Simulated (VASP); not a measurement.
Consider the following.

```
CELL_PARAMETERS angstrom
      0.00000     2.09808     2.09808
      2.09808     0.00000     2.09808
      2.09808     2.09808     0.00000
ATOMIC_POSITIONS crystal
  Mg 0.00000 0.00000 0.00000
  O  0.50000 0.50000 0.50000
```

Calculation: MS2 meta-GGA, VASP's PBE PAW potentials (set 64) (plane waves; VASP 6.6.1). Run with 520 eV cut-off, 12×12×12 Γ-centred mesh, tetrahedra with Blöchl corrections, potentials Mg O.

Question: The job: MgO (rock salt), 2 atoms, MS2, static run, 520 eV, 12×12×12 Γ-centred mesh. Roughly how much core time does it take on a busy server core?

Answer: About 70 core-seconds (one run on a shared machine, a rough figure). It had 72 irreducible k-points, 8 bands, up to 531 plane waves and 25 electronic steps.

The compound is MgO in the rock salt structure. It was relaxed first.
